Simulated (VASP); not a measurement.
Computed with r2SCAN+rVV10, VASP's PBE PAW potentials (set 64) (plane waves; VASP).

VASP input:

### KPOINTS
```
K-points
0
Gamma
 6 6 5
0 0 0
```

### POSCAR
```
Se
1
    2.1683799734    -3.7557442704     0.0000000000
    2.1683799734     3.7557442704     0.0000000000
    0.0000000000     0.0000000000     5.0908764510
Se
3
Direct
  0.0000000000   0.2287871050   0.6666670000
  0.7712128950   0.7712128950   0.0000000000
  0.2287871050   0.0000000000   0.3333330000
```

### INCAR
```
SYSTEM = Se
PREC = Accurate
ENCUT = 520
EDIFF = 1E-7
NELM = 100
ALGO = Normal
LREAL = .FALSE.
LASPH = .TRUE.
ISMEAR = 0
SIGMA = 0.05
METAGGA = R2SCAN
LUSE_VDW = .TRUE.
BPARAM = 11.95
CPARAM = 0.0093
LMIXTAU = .TRUE.
LMAXMIX = 4
LWAVE = .FALSE.
LCHARG = .FALSE.
ISIF = 4
IBRION = 2
NSW = 30
EDIFFG = -0.01
```

POTCAR, in this order: Se (PBE.64 set). Program: vasp_std.

The resulting files:

### OSZICAR
```
       N       E                     dE             d eps       ncg     rms          rms(c)
DAV:   1     0.550148716564E+02    0.55015E+02   -0.73703E+03   702   0.117E+03
DAV:   2    -0.397088538614E+02   -0.94724E+02   -0.90629E+02   958   0.179E+02
DAV:   3    -0.460412442513E+02   -0.63324E+01   -0.63016E+01   832   0.535E+01
DAV:   4    -0.461012016699E+02   -0.59957E-01   -0.59888E-01   827   0.606E+00
DAV:   5    -0.461016822340E+02   -0.48056E-03   -0.48054E-03   877   0.546E-01    0.674E+00
DAV:   6    -0.434240528802E+02    0.26776E+01   -0.33626E-01   702   0.576E+00    0.472E+00
DAV:   7    -0.408438866749E+02    0.25802E+01   -0.15771E+00   717   0.832E+00    0.190E+00
DAV:   8    -0.420545725225E+02   -0.12107E+01   -0.32880E-01   707   0.490E+00    0.642E-01
DAV:   9    -0.423038968947E+02   -0.24932E+00   -0.20885E-01   707   0.374E+00    0.391E-01
DAV:  10    -0.424626496022E+02   -0.15875E+00   -0.11512E-01   722   0.343E+00    0.111E-01
DAV:  11    -0.424662133307E+02   -0.35637E-02   -0.23977E-03   847   0.545E-01    0.794E-02
DAV:  12    -0.424674995827E+02   -0.12863E-02   -0.89597E-04   722   0.322E-01    0.321E-02
DAV:  13    -0.424678295061E+02   -0.32992E-03   -0.86890E-04   712   0.376E-01    0.165E-02
DAV:  14    -0.424679551251E+02   -0.12562E-03   -0.34234E-05   837   0.671E-02    0.131E-02
DAV:  15    -0.424679770527E+02   -0.21928E-04   -0.94545E-06   787   0.295E-02    0.984E-03
DAV:  16    -0.424680718992E+02   -0.94847E-04   -0.68782E-05   722   0.994E-02    0.177E-03
DAV:  17    -0.424680754512E+02   -0.35520E-05   -0.36251E-06   747   0.196E-02    0.155E-03
DAV:  18    -0.424680756819E+02   -0.23072E-06   -0.12667E-07   621   0.426E-03    0.128E-03
DAV:  19    -0.424680753250E+02    0.35691E-06   -0.27851E-07   561   0.454E-03    0.515E-04
DAV:  20    -0.424680756139E+02   -0.28889E-06   -0.25784E-07   556   0.576E-03    0.387E-04
DAV:  21    -0.424680757199E+02   -0.10599E-06   -0.12709E-08   396   0.120E-03    0.166E-04
DAV:  22    -0.424680758384E+02   -0.11848E-06   -0.34874E-09   396   0.707E-04    0.525E-05
DAV:  23    -0.424680758394E+02   -0.10534E-08   -0.69451E-10   396   0.293E-04
   1 F= -.42468076E+02 E0= -.42468076E+02  d E =-.424681E+02
       N       E                     dE             d eps       ncg     rms          rms(c)
DAV:   1    -0.424725878814E+02   -0.45120E-02   -0.69949E-01   702   0.524E+00    0.500E-01
DAV:   2    -0.424773842344E+02   -0.47964E-02   -0.32793E-02   832   0.127E+00    0.117E-01
DAV:   3    -0.424771961297E+02    0.18810E-03   -0.63744E-04   792   0.213E-01    0.689E-02
DAV:   4    -0.424771917018E+02    0.44279E-05   -0.61067E-04   717   0.204E-01    0.219E-02
DAV:   5    -0.424771337908E+02    0.57911E-04   -0.29861E-04   702   0.179E-01    0.959E-03
DAV:   6    -0.424772850823E+02   -0.15129E-03   -0.14244E-04   702   0.116E-01    0.838E-03
DAV:   7    -0.424772918709E+02   -0.67886E-05   -0.72542E-06   827   0.267E-02    0.204E-03
DAV:   8    -0.424772916027E+02    0.26825E-06   -0.17320E-06   717   0.139E-02    0.167E-03
DAV:   9    -0.424772924258E+02   -0.82311E-06   -0.43579E-07   732   0.733E-03    0.637E-04
DAV:  10    -0.424772923653E+02    0.60501E-07   -0.33659E-08   376   0.197E-03
   2 F= -.42477292E+02 E0= -.42477292E+02  d E =-.921653E-02
       N       E                     dE             d eps       ncg     rms          rms(c)
DAV:   1    -0.424774446250E+02   -0.15220E-03   -0.12911E-01   702   0.225E+00    0.215E-01
DAV:   2    -0.424783245806E+02   -0.87996E-03   -0.60527E-03   832   0.545E-01    0.516E-02
DAV:   3    -0.424782882164E+02    0.36364E-04   -0.12322E-04   792   0.930E-02    0.301E-02
DAV:   4    -0.424782901116E+02   -0.18953E-05   -0.11590E-04   717   0.890E-02    0.975E-03
DAV:   5    -0.424782781021E+02    0.12010E-04   -0.57593E-05   702   0.784E-02    0.416E-03
DAV:   6    -0.424783073456E+02   -0.29243E-04   -0.27095E-05   702   0.508E-02    0.362E-03
DAV:   7    -0.424783086892E+02   -0.13435E-05   -0.13946E-06   807   0.117E-02    0.862E-04
DAV:   8    -0.424783085505E+02    0.13873E-06   -0.32205E-07   737   0.602E-03    0.726E-04
DAV:   9    -0.424783086896E+02   -0.13918E-06   -0.76716E-08   401   0.318E-03    0.245E-04
DAV:  10    -0.424783086505E+02    0.39129E-07   -0.95042E-09   361   0.967E-04
   3 F= -.42478309E+02 E0= -.42478309E+02  d E =-.102328E-01
       N       E                     dE             d eps       ncg     rms          rms(c)
DAV:   1    -0.424783057313E+02    0.29583E-05   -0.57616E-04   702   0.150E-01    0.142E-02
DAV:   2    -0.424783102107E+02   -0.44794E-05   -0.27115E-05   837   0.365E-02    0.350E-03
DAV:   3    -0.424783102651E+02   -0.54373E-07   -0.55833E-07   797   0.624E-03
   4 F= -.42478310E+02 E0= -.42478310E+02  d E =-.102344E-01
       N       E                     dE             d eps       ncg     rms          rms(c)
DAV:   1    -0.424787844345E+02   -0.47422E-03   -0.18165E-02   707   0.837E-01    0.772E-02
DAV:   2    -0.424786304032E+02    0.15403E-03   -0.49409E-04   832   0.160E-01    0.398E-02
DAV:   3    -0.424786464118E+02   -0.16009E-04   -0.19236E-04   757   0.117E-01    0.147E-02
DAV:   4    -0.424786467867E+02   -0.37485E-06   -0.32224E-05   707   0.556E-02    0.655E-03
DAV:   5    -0.424786456997E+02    0.10870E-05   -0.23169E-05   702   0.536E-02    0.332E-03
DAV:   6    -0.424786537626E+02   -0.80629E-05   -0.82883E-06   702   0.301E-02    0.108E-03
DAV:   7    -0.424786537717E+02   -0.91832E-08   -0.19297E-06   732   0.145E-02    0.897E-04
DAV:   8    -0.424786541498E+02   -0.37808E-06   -0.26444E-07   670   0.513E-03    0.487E-04
DAV:   9    -0.424786539637E+02    0.18615E-06   -0.53668E-08   466   0.234E-03    0.333E-04
DAV:  10    -0.424786540924E+02   -0.12874E-06   -0.21147E-08   366   0.133E-03    0.161E-04
DAV:  11    -0.424786540746E+02    0.17821E-07   -0.77593E-10   356   0.276E-04
   5 F= -.42478654E+02 E0= -.42478654E+02  d E =-.343810E-03
       N       E                     dE             d eps       ncg     rms          rms(c)
DAV:   1    -0.424791787319E+02   -0.52464E-03   -0.46689E-02   707   0.134E+00    0.123E-01
DAV:   2    -0.424787856175E+02    0.39311E-03   -0.12646E-03   832   0.256E-01    0.637E-02
DAV:   3    -0.424788240740E+02   -0.38456E-04   -0.49304E-04   757   0.186E-01    0.238E-02
DAV:   4    -0.424788224378E+02    0.16362E-05   -0.87495E-05   707   0.906E-02    0.110E-02
DAV:   5    -0.424788239280E+02   -0.14902E-05   -0.60849E-05   702   0.867E-02    0.525E-03
DAV:   6    -0.424788418710E+02   -0.17943E-04   -0.22275E-05   702   0.489E-02    0.179E-03
DAV:   7    -0.424788429525E+02   -0.10815E-05   -0.49887E-06   732   0.232E-02    0.147E-03
DAV:   8    -0.424788436712E+02   -0.71875E-06   -0.63261E-07   787   0.781E-03    0.794E-04
DAV:   9    -0.424788434159E+02    0.25536E-06   -0.11201E-07   546   0.362E-03    0.623E-04
DAV:  10    -0.424788435942E+02   -0.17837E-06   -0.45648E-08   391   0.197E-03    0.286E-04
DAV:  11    -0.424788435705E+02    0.23703E-07   -0.15177E-09   366   0.375E-04
   6 F= -.42478844E+02 E0= -.42478844E+02  d E =-.533305E-03
```

File OUTCAR:
```
------------------------ aborting loop because EDIFF is reached ----------------------------------------
  FORCE on cell =-STRESS in cart. coord.  units (eV):
  Direction    XX          YY          ZZ          XY          YZ          ZX
  --------------------------------------------------------------------------------------
  Total       -0.1642913     -0.1642913     -0.1518383      0.0000000      0.0000000      0.0000000
  in kB       -3.1744707     -3.1744706     -2.9338512      0.0000000      0.0000000      0.0000000
  external PRESSURE =      -3.0942641 kB  Pullay stress =       0.0000000 kB
  volume of cell :       82.92
      direct lattice vectors                 reciprocal lattice vectors
     2.183198480 -3.781410678  0.000000000     0.229021779 -0.132225786  0.000000000
     2.183198480  3.781410678  0.000000000     0.229021779  0.132225786  0.000000000
     0.000000000  0.000000000  5.022002121     0.000000000  0.000000000  0.199123771
 POSITION                                       TOTAL-FORCE (eV/Angst)
 -----------------------------------------------------------------------------------
      2.67401     -2.93130      3.34800         0.000936      0.001621      0.000000
      3.38477      0.00000      5.02200        -0.001871      0.000000      0.000000
      2.67401      2.93130      1.67400         0.000936     -0.001621     -0.000000
 -----------------------------------------------------------------------------------
    total drift:                               -0.000208     -0.000440      0.000007
  FREE ENERGIE OF THE ION-ELECTRON SYSTEM (eV)
  ---------------------------------------------------
  free  energy   TOTEN  =       -42.4788435705 eV

  energy  without entropy=      -42.4788435705  energy(sigma->0) =      -42.47884357

 reached required accuracy - stopping structural energy minimisation
```
(Selected blocks of OUTCAR.)

### CONTCAR
```
Se
   1.00000000000000
     2.1831984802763982   -3.7814106777462793    0.0000000000000000
     2.1831984802763982    3.7814106777462793    0.0000000000000000
     0.0000000000000000    0.0000000000000000    5.0220021212122345
  Se
     3
Direct
     0.9999999999999268    0.2248134164944587    0.6666669999999968
     0.7751865835056144    0.7751865835056144    1.0000000000000000
     0.2248134164944587    0.9999999999999268    0.3333330000000032
```

The compound is Se in the trig structure. This cell is one point of a volume scan, at 1.03 of the reference volume. Symmetry was kept, so distortions that lower it aren't found.
